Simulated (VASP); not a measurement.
Calculation: MS2 meta-GGA, VASP's PBE PAW potentials (set 64) (plane waves; VASP 6.6.1).

Input for VASP

INCAR:
```
SYSTEM = CdS
PREC = Accurate
ENCUT = 520
EDIFF = 1E-6
NELM = 100
ALGO = Normal
LREAL = .FALSE.
LASPH = .TRUE.
ISMEAR = 0
SIGMA = 0.05
METAGGA = MS2
LMIXTAU = .TRUE.
LMAXMIX = 4
LWAVE = .FALSE.
LCHARG = .FALSE.
IBRION = 2
ISIF = 3
NSW = 60
EDIFFG = -0.01
```

**POSCAR**
```
CdS
1
    0.0000000000     2.9100000000     2.9100000000
    2.9100000000     0.0000000000     2.9100000000
    2.9100000000     2.9100000000     0.0000000000
Cd S
1 1
Direct
  0.0000000000   0.0000000000   0.0000000000
  0.2500000000   0.2500000000   0.2500000000
```

**KPOINTS**
```
Automatic mesh
0
Gamma
7 7 7
0 0 0
```

POTCAR, in this order: Cd S (PBE.64 set). Program: vasp_std.

**Question.** What will the output report for the number of irreducible k-points (NKPTS), largest plane-wave count, number of space-group operations, FFT grid (NGX, NGY, NGZ)?

**Answer.** 
number of irreducible k-points (NKPTS): 20
largest plane-wave count: 1363
number of space-group operations: 24
FFT grid (NGX, NGY, NGZ): 32 × 32 × 32

The compound is CdS in the zinc blende structure, a metastable form; wurtzite is the usual one. This run relaxes it. Symmetry was kept, so distortions that lower it aren't found.
